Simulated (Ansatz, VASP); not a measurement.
# CdSe: VASP beside Ansatz

Aim: how closely do two programs agree when they are given the same cell, functional and k mesh? Valence electrons are named where the data sets of a main pair hold unlike numbers.

Program: Ansatz 0.2.0. Level of theory: plane waves, with VASP 6.6.1 beside it; band structure at r2SCAN0. Results are calculated unless marked as measured.

### 1. Set-up

Symmetry: F-43m, No. 216, cubic system. Conventional cell: a = 6.141 Å, b = 6.141 Å, c = 6.141 Å, α = 90.00°, β = 90.00°, γ = 90.00°. Nearest to Cd lie 4 Se at 2.66 Å. Nearest to Se lie 4 Cd at 2.66 Å. Farther neighbours and most contacts between anions are not listed.

### 2. Ansatz: band structure, r2SCAN0

Ansatz runs on its default PAW (the set named soft_2) files.

The same path points are solved in both programs, so levels can be compared one by one.

input.yaml reads:

```yaml
crystal:
  lattice:
    - [0.0, 3.0702711986, 3.0702711986]
    - [3.0702711986, 0.0, 3.0702711986]
    - [3.0702711986, 3.0702711986, 0.0]
  atoms:
    - { symbol: Cd, position: [0.0, 0.0, 0.0] }
    - { symbol: Se, position: [0.75, 0.75, 0.75] }
hamiltonian:
  xc: r2scan0
  pseudopotentials: { kind: paw }
kpoints:
  mp_grid: { grid: [4, 4, 4] }
  band_path:
    path:
      - [0.0, 0.0, 0.0]
      - [0.5, 0.0, 0.5]
      - [0.5, 0.2, 0.7]
      - [0.4, 0.35, 0.75]
      - [0.15, 0.15, 0.3]
      - [0.2, 0.2, 0.2]
      - [0.55, 0.4, 0.55]
      - [0.6, 0.25, 0.65]
      - [0.5, 0.25, 0.75]
      - [0.5, 0.5, 0.5]
      - [0.375, 0.375, 0.75]
      - [0.5, 0.0, 0.5]
    npoints: 1
scf:
  occupations: { method: gaussian, width: 0.02 }
  n_extra_bands: 7
output:
  forces: true
  stress: true
  eigenvalues: true
  write_density: true
  write_potential: true
  elf: true
  volumetric_format: npy
```

On the command line:

```sh
$ ansatz run input.yaml --threads 4 --pin off --max-ram 9216MiB --backend cpu --events-out ev --progress --plain --runs-dir out
```

Numbers of over 12 decimals in the logs are rounded to 6 here.

What it wrote:

```text
Warning: output.stress: scf.convergence.dr2_threshold = 1e-7 eV (the SCF's general default) is looser than the 2e-10 eV advised for a printed stress (1e-10 eV for each atom of the cell: 2). What an SCF threshold leaves in a stress goes as its square root, and in the free energy as the threshold itself, and one threshold admits the most on a small cell: [figures from the program's tests cut] Set scf.convergence.dr2_threshold to 2e-10 eV or tighter. The threshold is an SCF's pass mark: one that does not reach it within its budget of iterations ends unconverged, or closes short of it on a stop that the run arms, and scf.convergence.dr2_threshold's page says what that costs each kind of run
Warning: output.stress: scf.exx.energy_threshold = 1e-6 eV is looser than the 2e-8 eV advised for a stress under a hybrid functional (1e-8 eV for each atom of the cell: 2). Every SCF of the exchange loop can meet its threshold on dr2 while the loop round them stops early: no threshold on dr2 bounds what that leaves in the stress. Set scf.exx.energy_threshold to 2e-8 eV or tighter. The threshold is the loop's pass mark: a loop that does not reach it within its budget of cycles ends unconverged, and scf.exx.energy_threshold's page has the law
scf.n_extra_bands = 7 over 18 filled bands (N_el = 36.0): the run solves 25 bands
Engine: ansatz 0.2.0, aarch64-unknown-linux-gnu
Pseudopotentials: kind: paw
Pseudopotential: Cd, paw, valence charge 20, recommended cutoff 500 eV (meta_gga), Cd.paw.azcp
Pseudopotential: Se, paw, valence charge 16, recommended cutoff 500 eV (meta_gga), Se.paw.azcp
Functional definition: r2SCAN0
  parameter a = 0.25
  parameter k0 = 0.174
  parameter k1 = 0.065
  parameter a1 = 4.9479
  exchange = (1 - a)*r2scan_x(k0 = k0, k1 = k1, a1 = a1) + a*exact_x
  correlation = r2scan_c
Crystal: 2 atoms, lattice volume = 57.884 Å³
Basis set: ecut = 500 eV, 1459 PW (Γ), exchange–correlation on 128×128×128 points (64 copies of the dense FFT grid, shifted against one another)
Bands: 25, of which v1, the nominal top of the filled ones, is band 18 counted from 1 (17 counted from 0)
Symmetry: 24 space group operations
Space group: F-43m (ITA 216), of the structure as read, at distance tolerance 3.9e-5 Å
k-points: 8 of 64 (time reversal used)
Non-local potential: Cd, projectors of the file, l = 0: 3, l = 1: 2, l = 2: 2, l = 3: 1
Non-local potential: Se, projectors of the file, l = 0: 2, l = 1: 2, l = 2: 3, l = 3: 1
PAW form: soft (Blöchl's): semilocal exchange-correlation on the pseudo side does not see the compensation charge
PAW frozen core: Cd, regenerated for the run's functional, and the local potential with it (the file was generated under x = pbe(κ = 0.804, μ = 0.219515), c = pbe(β = 0.066725))
PAW frozen core: Se, regenerated for the run's functional, and the local potential with it (the file was generated under x = pbe(κ = 0.804, μ = 0.219515), c = pbe(β = 0.066725))
PAW one-centre angular grid: Cd, 590 points (default); XC on 160 Gauss nodes
PAW one-centre angular grid: Se, 590 points (default); XC on 160 Gauss nodes
Initial density: superposition of atomic densities (neutral atoms: chi_scale 0, normalization atom), corrected by the library's trained network
Initial wavefunctions: pseudopotential atomic-orbital guess
Functional: x = r2scan, c = r2scan; τ floored in thin density (d = 2e-4 eV/Å³), warm-up for x = 0.75 r2scan + 0.25 exact, c = r2scan; τ floored in thin density (d = 2e-4 eV/Å³)
SCF iter   1: F=—  HF=-13747.787978 eV  |F-HF|=—  |Δ(HF+E_count)|=         —  Δρ=5.43e-3  dr2=1.19e-2  dr2_τ=1.61e-2  ethr=1.77e-3  ⟨swp⟩=11.9  Hψ=895  notcnv=0
preconditioner: auto → none  [insulator: Δε(μ)=1.037 eV  Ē_g=15.119 eV  σ=0.020 eV  W_gap=1.00  n_scr=14 (ndim 8)  ℏωp=20.7 eV  f_vac=0.216  D(μ)=0.00/eV (n_scr^D=0)]
SCF iter   2: F=—  HF=-13747.795380 eV  |F-HF|=—  |Δ(HF+E_count)|=   7.40e-3  Δρ=2.58e-3  dr2=1.54e-3  dr2_τ=4.57e-4  ethr=3.30e-5  ⟨swp⟩=5.6  Hψ=536  notcnv=0  defer=4
SCF iter   3: F=—  HF=-13747.796270 eV  |F-HF|=—  |Δ(HF+E_count)|=   8.90e-4  Δρ=9.45e-4  dr2=2.70e-4  dr2_τ=3.83e-5  ethr=4.27e-6  ⟨swp⟩=2.8  Hψ=405  notcnv=0  defer=2
iter 4 solved again at ethr=4.88e-8 eV; its pass at ethr=7.51e-7 eV (dr2=1.76e-5 eV) is discarded
SCF iter   4: F=-13747.796386 eV  HF=-13747.796400 eV  |F-HF|=1.38e-5  |Δ(HF+E_count)|=   1.30e-4  Δρ=1.96e-4  dr2=1.75e-5  dr2_τ=7.70e-7  ethr=4.88e-8  ⟨swp⟩=2.5  Hψ=861  notcnv=0  defer=2
SCF 1 stopped early in 4 iterations: F = -13747.796386 eV  dr2 = 1.75e-5
  greatest PAW one-centre occupation: 1.002 electrons in one spin orbital (limit 2), on the Cd atom at site 0 (counted from 0), in its partial waves of l = 1
Initial density: handed on by an earlier stage of this run
Initial wavefunctions: those handed on with the density
Functional: x = 0.75 r2scan + 0.25 exact, c = r2scan; τ floored in thin density (d = 2e-4 eV/Å³)
Frozen-core exchange: fock
SCF iter   1: F=—  HF=-13746.931686 eV  |F-HF|=—  |Δ(HF+E_count)|=         —  Δρ=3.55e-3  dr2=4.90e-3  dr2_τ=8.05e-4  ethr=4.85e-7  ⟨swp⟩=7.6  Hψ=950  notcnv=0
preconditioner: auto → none  [insulator: Δε(μ)=2.357 eV  Ē_g=17.587 eV  σ=0.020 eV  W_gap=1.00  n_scr=14 (ndim 8)  ℏωp=20.7 eV  f_vac=0.216  D(μ)=0.00/eV (n_scr^D=0)]
SCF iter   2: F=—  HF=-13746.929529 eV  |F-HF|=—  |Δ(HF+E_count)|=   2.16e-3  Δρ=9.51e-4  dr2=8.30e-4  dr2_τ=7.31e-6  ethr=4.85e-7  ⟨swp⟩=4.0  Hψ=658  notcnv=0
SCF iter   3: F=—  HF=-13746.934754 eV  |F-HF|=—  |Δ(HF+E_count)|=   5.22e-3  Δρ=6.58e-4  dr2=1.64e-4  dr2_τ=3.15e-6  ethr=4.85e-7  ⟨swp⟩=4.2  Hψ=620  notcnv=0
SCF iter   4: F=—  HF=-13746.934743 eV  |F-HF|=—  |Δ(HF+E_count)|=   1.02e-5  Δρ=1.64e-4  dr2=2.86e-5  dr2_τ=3.89e-7  ethr=4.11e-7  ⟨swp⟩=3.0  Hψ=394  notcnv=0
SCF iter   5: F=—  HF=-13746.934874 eV  |F-HF|=—  |Δ(HF+E_count)|=   1.31e-4  Δρ=1.37e-4  dr2=9.90e-6  dr2_τ=4.98e-8  ethr=1.71e-8  ⟨swp⟩=4.4  Hψ=522  notcnv=0  defer=2
SCF iter   6: F=-13746.934872 eV  HF=-13746.934872 eV  |F-HF|=2.42e-7  |Δ(HF+E_count)|=   2.29e-6  Δρ=2.69e-5  dr2=1.66e-6  dr2_τ=1.06e-8  ethr=1.71e-8  ⟨swp⟩=3.0  Hψ=442  notcnv=0
SCF 2 stopped early in 6 iterations: F = -13746.934872 eV  dr2 = 1.66e-6
hybrid outer 1: dexx = +6.076e-3 eV, tail = 2.72e-5 eV
Frozen-core exchange: fock
SCF iter   1: F=—  HF=-13746.935039 eV  |F-HF|=—  |Δ(HF+E_count)|=         —  Δρ=4.05e-5  dr2=3.43e-7  dr2_τ=2.70e-7  ethr=3.77e-7  ⟨swp⟩=5.8  Hψ=478  notcnv=0
preconditioner: auto → none  [insulator: Δε(μ)=2.421 eV  Ē_g=17.549 eV  σ=0.020 eV  W_gap=1.00  n_scr=14 (ndim 8)  ℏωp=20.7 eV  f_vac=0.216  D(μ)=0.00/eV (n_scr^D=0)]
SCF iter   2: F=—  HF=-13746.935039 eV  |F-HF|=—  |Δ(HF+E_count)|=   3.07e-7  Δρ=1.10e-5  dr2=8.85e-8  dr2_τ=8.66e-9  ethr=7.81e-10  ⟨swp⟩=4.0  Hψ=596  notcnv=0
SCF iter   3: F=—  HF=-13746.935039 eV  |F-HF|=—  |Δ(HF+E_count)|=   3.17e-7  Δρ=4.13e-6  dr2=2.20e-8  dr2_τ=1.39e-9  ethr=6.72e-11  ⟨swp⟩=3.8  Hψ=538  notcnv=0  defer=3
SCF iter   4: F=-13746.935039 eV  HF=-13746.935039 eV  |F-HF|=8.28e-10  |Δ(HF+E_count)|=   7.31e-9  Δρ=1.40e-6  dr2=2.16e-9  dr2_τ=7.69e-11  ethr=4.43e-11  ⟨swp⟩=3.2  Hψ=429  notcnv=0  defer=2
SCF 3 converged in 4 iterations: F = -13746.935039 eV  dr2 = 2.16e-9
  Residual-converged pass: ⟨swp⟩=2.5  Hψ=346  notcnv=0  max |occ|·‖R‖ = 2.3e-6 eV (tolerance 2.4e-6 eV)  dr2=2.15e-9  dr2_τ=7.76e-11  dr2_onsite=5.26e-10  max |Δocc| = 0.0e0
hybrid outer 2: dexx = +4.544e-7 eV, tail = 2.76e-8 eV, Δε = 2.28e-3 eV (about 9.91e-5 eV left of the loop's levels)
NSCF: frozen V_eff on 12 k-points
hybrid SCF converged: 2 outer / 10 inner (+4 warm-up), last move |dexx| = 4.54e-7 eV, tail = 2.76e-8 eV
Stability not checked: this state was not tested for a lower state beside it, because the functional holds exact exchange (a hybrid, or Hartree-Fock), whose exchange loop this test does not read (fock_operator; see scf.lower_state_search)
Free energy (F): -13746.935040 eV
Frozen-core exchange: fock
Harris-Foulkes:  -13746.935040 eV  (|F-HF|=8.28e-10)
Internal energy: -13746.935040 eV  (E = F + TS)
E sigma→0 (E₀):  -13746.935040 eV
Fermi energy:    7.167754 eV
--- Per-component energies (eV) ---
  E_band       = -1048.286254
  E_kinetic    = 624.765250
  E_local      = -6448.501118  (includes V_loc(G=0)·N_el)
  E_nonlocal   = -561.212654
  E_hartree    = 3066.242897
  E_xc         = -206.268476
  E_vxc        = -267.637226  (∫ρ·V_xc dr)
  E_exx        = -171.725355  (= α·E_x^exact, valence–valence)
  E_paw        = -5918.725843  (= ΣΔE_a)
  E_vpaw       = -199.931488  (= ΣTr[D̂ρ^β])
  E_aug_tail   = -0.000203  (compensation charges beyond the density's cutoff)
  E_vtau       = 15.194674  (kinetic-family band-sum trace: ∫τ·v_τ [+ j·A + Jᵃ·Aᵃ] dr)
  E_ewald      = -4128.286353
  E_core_change = -3.223185  (= ΣΔE_core)
  E_smearing   = -0.000000  (= −TS)
  E_closure    = -0.000000  (closes the sum)
  Σ components = -13746.935040   (vs F -13746.935040, Δ=-1.82e-12)
--- Forces (eV/Å), atoms counted from 1 ---
  atom   1  Cd    -0.00000000     0.00000000    -0.00000000
  atom   2  Se     0.00000000    -0.00000000     0.00000000
  max |Σ_I F_I| component: 6.01e-17 eV/Å
--- Stress (GPa, compression-positive) ---
       -0.659424      -0.000000      -0.000000
        0.000000      -0.659424       0.000000
       -0.000000       0.000000      -0.659424
  P = ⅓ Tr σ = -0.6594 GPa (-6.594 kbar)
--- Band table (eV; the first three rows and the last of 8) ---
  k-point 0: bands = [... 14 lower, -3.0694, 5.9572, 5.9572, 5.9572, 8.3782, 13.9910, 13.9910, 13.9910, ... 3 higher]
  k-point 1: bands = [... 14 lower, -3.0679, 3.2332, 5.5472, 5.5472, 10.1231, 13.8755, 14.5159, 14.5159, ... 3 higher]
  k-point 2: bands = [... 14 lower, -2.7433, 1.3723, 5.1842, 5.1842, 10.2658, 14.4307, 14.4307, 15.2725, ... 3 higher]
  k-point 7: bands = [... 14 lower, -2.5436, 1.8513, 3.5902, 3.6998, 12.8987, 13.1071, 14.5407, 15.4448, ... 3 higher]
```

It took 26 s on 4 threads of Arm Neoverse V2, shared host; peak memory 1 GiB.

### 3. VASP: band structure, r2SCAN0

The same cell, functional, mesh and smearing now go to VASP, with its own data sets.

Lines of VASP's logs that name or quote its potential files are left out, and so is its time.

The run reads the wave functions of an earlier VASP run, which isn't shown here.

INCAR reads:

```
SYSTEM = CdSe
PREC = Accurate
ENCUT = 400
EDIFF = 1E-06
NELM = 100
ISMEAR = 0
SIGMA = 0.02
LREAL = .FALSE.
ALGO = Normal
LHFCALC = .TRUE.
AEXX = 0.25
METAGGA = R2SCAN
LASPH = .TRUE.
NBANDS = 15
PRECFOCK = Fast
HFRCUT = -1
LORBIT = 11
LWAVE = .FALSE.
LCHARG = .FALSE.
KPAR = 4
```

POSCAR reads:

```
CdSe
1.0
    0.0000000000      3.0702711986      3.0702711986
    3.0702711986      0.0000000000      3.0702711986
    3.0702711986      3.0702711986      0.0000000000
Cd Se
1 1
Direct
    0.0000000000      0.0000000000      0.0000000000
    0.7500000000      0.7500000000      0.7500000000
```

KPOINTS reads:

```
Automatic mesh
0
Gamma
4 4 4
0 0 0
```

KPOINTS_OPT reads:

```
Line mode
6
Line-mode
Reciprocal
  0.00000000   0.00000000   0.00000000 GAMMA
  0.50000000   0.00000000   0.50000000 X

  0.50000000   0.00000000   0.50000000 X
  0.50000000   0.25000000   0.75000000 W

  0.50000000   0.25000000   0.75000000 W
  0.37500000   0.37500000   0.75000000 K

  0.37500000   0.37500000   0.75000000 K
  0.00000000   0.00000000   0.00000000 GAMMA

  0.00000000   0.00000000   0.00000000 GAMMA
  0.50000000   0.50000000   0.50000000 L

  0.50000000   0.50000000   0.50000000 L
  0.62500000   0.25000000   0.62500000 U

  0.62500000   0.25000000   0.62500000 U
  0.50000000   0.25000000   0.75000000 W

  0.50000000   0.25000000   0.75000000 W
  0.50000000   0.50000000   0.50000000 L

  0.50000000   0.50000000   0.50000000 L
  0.37500000   0.37500000   0.75000000 K

  0.62500000   0.25000000   0.62500000 U
  0.50000000   0.00000000   0.50000000 X
```

The projector-augmented-wave data sets are Cd and Se (PBE family, release 64).

On the command line:

```sh
$ mpirun -np 4 vasp_std
```

What it wrote:

```text
[banner, memory and clock lines left out]
running    4 mpi-ranks, on    1 nodes
 distrk:  each k-point on    1 cores,    4 groups
 distr:  one band on    1 cores,    1 groups

 POSCAR found type information on POSCAR CdSe
 POSCAR found :  2 types and       2 ions
|                                                                             |
|               ----> ADVICE to this user running VASP <----                  |
|                                                                             |
|     You enforced a specific xc type in the INCAR file but a different       |
|     [... a line on the potential file left out ...]
|     I HOPE YOU KNOW WHAT YOU ARE DOING!                                     |
|                                                                             |

 LDA part: xc-table for (None), standard interpolation
 found WAVECAR, reading the header
 POSCAR, INCAR and KPOINTS ok, starting setup
 FFT: planning ... GRIDC
 FFT: planning ... GRID_SOFT
 FFT: planning ... GRID
 HFRCUT set to (new)   9.598806
 reading WAVECAR
 the WAVECAR file was read successfully
 initial charge from wavefunction
 entering main loop
       N       E                     dE             d eps       ncg     rms          rms(c)
DAV:   1    -0.303767497900E+02   -0.30377E+02   -0.75524E-01   240   0.850E+00    0.269E+00
DAV:   2    -0.303897748006E+02   -0.13025E-01   -0.58297E-02   268   0.277E+00    0.165E+00
DAV:   3    -0.303882368574E+02    0.15379E-02   -0.59947E-03   275   0.913E-01    0.976E-01
DAV:   4    -0.303879170875E+02    0.31977E-03   -0.11682E-03   261   0.347E-01    0.578E-01
DAV:   5    -0.303878977154E+02    0.19372E-04   -0.29726E-04   268   0.150E-01    0.341E-01
DAV:   6    -0.303879029463E+02   -0.52309E-05   -0.53800E-05   275   0.657E-02    0.200E-01
DAV:   7    -0.303879020034E+02    0.94289E-06   -0.97566E-06   268   0.312E-02
   1 F= -.30387902E+02 E0= -.30387902E+02  d E =-.516854E-12
 Start KPOINTS_OPT (optional k-point list driver)
k-point batch [1-8\60]
       N       E                     dE             ncg
DAV:   1    -0.393640219582E+02   -0.28305E+04      240
DAV:   2    -0.103365816138E+04   -0.99429E+03      268
DAV:   3    -0.108262766466E+04   -0.48970E+02      282
DAV:   4    -0.108314793079E+04   -0.52027E+00      324
DAV:   5    -0.108315029049E+04   -0.23597E-02      296
DAV:   6    -0.108315030769E+04   -0.17198E-04      296
DAV:   7    -0.108315030790E+04   -0.21057E-06      232
[...]
k-point batch [57-60\60]
       N       E                     dE             ncg
DAV:   1     0.205760945471E+04   -0.20539E+04      120
DAV:   2     0.156806135381E+04   -0.48955E+03      141
DAV:   3     0.154441943822E+04   -0.23642E+02      141
DAV:   4     0.154418946813E+04   -0.22997E+00      162
DAV:   5     0.154418829053E+04   -0.11776E-02      155
DAV:   6     0.154418828311E+04   -0.74202E-05      148
DAV:   7     0.154418828303E+04   -0.80154E-07      116
```

[end of part 1 of 2]

[Lines on the potential files, build, host, timing and source positions are cut from VASP's logs without a mark.]

[Logs are printed without paths, hosts, clocks, repeated set-up lines and the standing remarks that a program may print on its own settings, such as how far it seeks lower states.]

[Hosts, paths, dates, database ids (printed as entryN), source tags and the programs' standing remarks are cut or masked in the printed files.]
